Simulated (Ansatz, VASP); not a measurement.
# Two plane-wave programs on VGa3Co

Contents of POSCAR:

```
VGa3Co
1.0
    3.7119420000      0.0000000000      0.0000000000
    1.8559710000    -10.7145700000      0.0000000000
    0.0000000000      0.0000000000     -3.6386800000
Co Ga V
2 6 2
Direct
    0.2050000000      0.5900000000      0.7500000000
    0.7950000000      0.4100000000      0.2500000000
    0.6530000000      0.6940000000      0.7500000000
    0.3470000000      0.3060000000      0.2500000000
    0.3260000000      0.3480000000      0.7500000000
    0.6740000000      0.6520000000      0.2500000000
    0.5250000000      0.9500000000      0.7500000000
    0.4750000000      0.0500000000      0.2500000000
    0.9280000000      0.1440000000      0.7500000000
    0.0720000000      0.8560000000      0.2500000000
```

Contents of INCAR.step1:

```
SYSTEM = VGa3Co
  PREC = Accurate
  ENCUT = 520
  ISMEAR = -1
  SIGMA = 0.0211
  LREAL = .FALSE.
  LASPH = .TRUE.
  NELM = 60
  NBANDS = 72
  GGA = PE
  ALGO = Normal
  EDIFF = 1E-4
  LWAVE = .TRUE.
  LCHARG = .FALSE.
```

The input INCAR.step2:

```
SYSTEM = VGa3Co
  PREC = Accurate
  ENCUT = 520
  EDIFF = 1E-6
  ISMEAR = -1
  SIGMA = 0.0211
  LREAL = .FALSE.
  LASPH = .TRUE.
  NELM = 60
  ALGO = Normal
  ISIF = 2
  LWAVE = .FALSE.
  LCHARG = .FALSE.
  METAGGA = R2SCAN
  LMIXTAU = .TRUE.
  NBANDS = 72
  ISTART = 1
```

File KPOINTS:

```
Automatic mesh
0
G
  5 5 5
  0 0 0
```

Input for Ansatz:

```yaml
crystal:
  lattice:
    - [3.711942, 0.0, 0.0]
    - [1.855971, -10.71457, 0.0]
    - [0.0, 0.0, -3.63868]
  atoms:
    - { symbol: Co, position: [0.205, 0.59, 0.75] }
    - { symbol: Co, position: [0.795, 0.41, 0.25] }
    - { symbol: Ga, position: [0.653, 0.694, 0.75] }
    - { symbol: Ga, position: [0.347, 0.306, 0.25] }
    - { symbol: V, position: [0.928, 0.144, 0.75] }
    - { symbol: V, position: [0.072, 0.856, 0.25] }
    - { symbol: Ga, position: [0.326, 0.348, 0.75] }
    - { symbol: Ga, position: [0.674, 0.652, 0.25] }
    - { symbol: Ga, position: [0.525, 0.95, 0.75] }
    - { symbol: Ga, position: [0.475, 0.05, 0.25] }
  symmetry: { tolerance: 0.0003 }
kpoints:
  mp_grid: { grid: [5, 5, 5], shift: [0, 0, 0] }
magnetization:
  spin_polarized: false
scf:
  occupations: { method: fermi_dirac, width: 0.0211 }
hamiltonian:
  pseudopotentials: { kind: paw }
  xc: r2scan
basis:
  ecutwfc: 500
output:
  forces: true
  stress: true
  eigenvalues: true
  write_density: true
  write_potential: true
  elf: true
  volumetric_format: npy
```

The cell was built by a generator and needn't be a form met in nature.

Alike in both runs: task single point; functional r2SCAN; k mesh 5 × 5 × 5; occupations fermi-dirac, width 0.0211 eV; no spin polarisation.

|  | VASP | Ansatz |
| --- | --- | --- |
| version | VASP 6.6.1 | Ansatz 0.2.0 |
| potentials or method | VASP PAW PBE potentials, release 64 (Co, Ga_d, V_sv) | PAW plane waves |
| plane-wave cutoff (eV) | 520 | 500 |
| valence electrons in the cell | 122 | 138 |

|  | VASP | Ansatz | Ansatz less VASP |
| --- | --- | --- | --- |
| gap on the k mesh at the Fermi level (eV) | none | none | - |
| rms of the force components (eV/Å) | 3.037 | 2.908 | -0.1283 |

A gap of «none» marks a metal or a gap that the smearing closes. The two sets of potentials don't hold the same shells in valence.

Caveats: the PAW data sets were made with another functional, which shifts forces and pressure a little (VASP). Spin polarisation is off, so any magnetic state and its effect on volume and gap are missing.
